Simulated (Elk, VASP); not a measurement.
VASP input:

INCAR:
```
SYSTEM = Cs
LMAXMIX = 4   # l cut-off of mixed one-centre charges
SIGMA = 0.136   # width (eV)
PREC = Accurate
LASPH = T   # aspherical one-centre terms
ENCUT = 300   # plane-wave cut-off (eV)
NELM = 100
EDIFF = 1E-6
ALGO = Normal
LWAVE = F
ISIF = 2   # forces and stress, cell fixed
LCHARG = F
GGA = PE
LREAL = F
ISMEAR = -1   # Fermi-Dirac
```

KPOINTS:
```
K-points
0
Gamma
 5 5 5
```

File POSCAR:
```
Cs
1
   -3.0554900000     3.0554900000     3.0554900000
    3.0554900000    -3.0554900000     3.0554900000
    3.0554900000     3.0554900000    -3.0554900000
Cs
1
Direct
  0.0000000000   0.0000000000   0.0000000000
```

POTCAR, in this order: Cs_sv (PBE.64 set). Program: vasp_std.

Task: Write an input for Elk that does the same calculation.

Result: One input that does it (PBE, all-electron FP-LAPW, Elk's shipped species files, APW+lo basis with extra local orbitals):
```
tasks
  0

xctype
  20

rgkmax
  8.0

gmaxvr
  14.0

nxlo
  2

lorbcnd
  .true.

lmaxi
  3

stype
  3

swidth
  0.00499791

scale
  1.889726125

avec
   -3.0554900000    3.0554900000    3.0554900000
    3.0554900000   -3.0554900000    3.0554900000
    3.0554900000    3.0554900000   -3.0554900000

sppath
  'species/'

atoms
  1   : nspecies
  'Cs.in'   : spfname
  1   : natoms; atposl, bfcmt below
  0.0000000000  0.0000000000  0.0000000000    0.0 0.0 0.0

ngridk
  5 5 5
```
Both inputs were run and reached self-consistency, which says nothing on mesh or cut-off. Potentials, basis and cut-offs are each code's own, so they don't translate, and total energies aren't comparable.

VASP also gives the stress here, which the Elk input doesn't ask for.

The structure is a typed Cs crystal (Im-3m). The cell was not relaxed at this level, and it may have been scaled.
